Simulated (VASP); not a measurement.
Hf2Pd2Se2Br2O3: relaxation of cell and atoms with RPBE

Crystal: Hf2Pd2Se2Br2O3.

```
Hf Pd Se Br O
1.0
     5.76069    0.00496   -0.00286
    -0.52750    5.84664    0.03413
    -1.48435   -0.92642    6.64586
Hf Pd Se Br O
2 2 2 2 3
Direct
  0.74540 0.39602 0.34989
  0.28763 0.45322 0.59401
  0.90854 0.13294 0.84849
  0.25249 0.90323 0.35874
  0.63469 0.40355 0.93716
  0.62597 0.78174 0.53023
  0.85273 0.99089 0.15355
  0.22526 0.82084 0.86223
  0.96040 0.28925 0.59026
  0.43233 0.24524 0.40864
  0.07457 0.58308 0.36682
```

The cell was built by a generator and needn't be a form met in nature.

| Quantity | Value |
| --- | --- |
| Program | VASP 6.6.1 |
| Task | relaxation of cell and atoms |
| Functional | RPBE |
| Potentials or basis | VASP PAW PBE potentials, release 64 (Hf_pv, Pd, Se, Br, O) |
| Cutoff | 600 eV |
| k mesh | 5 × 5 × 4 |
| Occupations | fermi-dirac, width 0.05 eV |
| Spin | no spin polarisation |
| Further INCAR settings | ALGO = Normal; EDIFF = 1e-07; IBRION = 2; EDIFFG = -0.01; NSW = 40; ISIF = 3 |

The relaxed volume is 21.11 Å³/atom and the relaxed cell is a = 5.799 Å, b = 5.955 Å, c = 6.969 Å, α = 95.99°, β = 102.43°, γ = 94.99°. The space group after relaxing (to 0.05 Å) is P1 (No. 1), the energy gained by relaxing is 5.2 meV/atom and the ionic steps are 22. The pressure after relaxing is 0.0 GPa and the largest force after relaxing is 0.007 eV/Å. The band gap on the k mesh is 0.22 eV, indirect (least direct gap 0.41 eV).

Forces on the atoms (eV/Å):
```
Hf  -0.001  0.004  0.002
Hf   0.003  0.000 -0.005
Pd  -0.002 -0.003 -0.003
Pd   0.002  0.001  0.000
Se   0.000 -0.003  0.001
Se  -0.001 -0.003  0.003
Br   0.000 -0.002 -0.001
Br   0.000 -0.001  0.001
O   -0.002  0.002  0.006
O   -0.002  0.002  0.000
O    0.002  0.002 -0.004
```

The path:
| step | energy change (eV) | largest force (eV/Å) | pressure (GPa) | volume (Å³) |
| --- | --- | --- | --- | --- |
| 1 | 0.0000 | 0.1655 | 2.12 | 224.01 |
| 2 | -0.0231 | 0.5282 | -1.38 | 232.85 |
| 3 | -0.0366 | 0.3463 | -0.12 | 229.43 |
| 4 | -0.0498 | 0.1216 | 0.06 | 230.75 |
| 5 | -0.0499 | 0.1430 | 0.07 | 230.87 |
| 6 | -0.0526 | 0.0842 | -0.02 | 231.47 |
| 7 | -0.0526 | 0.1028 | -0.03 | 231.55 |
| 8 | -0.0542 | 0.0580 | 0.01 | 231.69 |
| 9 | -0.0546 | 0.0624 | 0.04 | 231.80 |
| 10 | -0.0555 | 0.0389 | -0.06 | 232.07 |
| 11 | -0.0556 | 0.0462 | -0.12 | 232.25 |
| 12 | -0.0560 | 0.0431 | 0.06 | 231.97 |
| 13 | -0.0561 | 0.0385 | 0.04 | 232.00 |
| 14 | -0.0563 | 0.0222 | 0.02 | 232.08 |
| 15 | -0.0564 | 0.0256 | -0.01 | 232.17 |
| 16 | -0.0566 | 0.0214 | 0.00 | 232.20 |
| 17 | -0.0567 | 0.0278 | 0.01 | 232.22 |
| 18 | -0.0568 | 0.0205 | -0.02 | 232.28 |
| 19 | -0.0568 | 0.0258 | -0.03 | 232.29 |
| 20 | -0.0569 | 0.0139 | 0.01 | 232.22 |
| 21 | -0.0569 | 0.0156 | 0.02 | 232.21 |
| 22 | -0.0569 | 0.0067 | -0.01 | 232.25 |

Final structure:
```xyz
11
Lattice="5.7989 0.0090 -0.0031 -0.5269 5.9313 0.0519 -1.4951 -0.9214 6.7444" Properties=species:S:1:pos:R:3 pbc="T T T"
Hf    3.5947    2.0270    2.3967
Hf    0.5376    2.1547    4.0065
Pd    3.9193    0.0366    5.7342
Pd    0.4641    5.0237    2.4631
Se    2.0445    1.5234    6.3508
Se    2.4245    4.1298    3.6095
Br    4.2086    5.7786    1.0921
Br   -0.4279    4.0399    5.8243
O     4.5435    1.1919    3.9829
O     1.7781    1.0969    2.7935
O    -0.4255    3.1108    2.5055
```

Levels at points of the mesh, in eV from the valence-band top:
| k point | band 40 | band 41 | band 42 | band 43 | band 44 | band 45 |
| --- | --- | --- | --- | --- | --- | --- |
| (0.00, 0.00, 0.00) | -0.68 | -0.30 | -0.16 | 0.45 | 0.56 | 2.71 |
| (0.00, 0.00, 0.50) | -0.48 | -0.44 | -0.20 | 0.22 | 0.87 | 2.85 |

Wall time 68 min on 4 MPI ranks on Intel(R) Xeon(R) Platinum 8375C CPU @ 2.90GHz (Ice Lake), with other jobs on the host, peak memory 0.88 GiB a rank.

Caveat: the PAW data sets were made with another functional, which shifts forces and pressure a little; spin-orbit coupling is left out, which moves the levels of the heavy elements; an odd mesh through Γ misses points on the zone boundary, where band edges often lie.
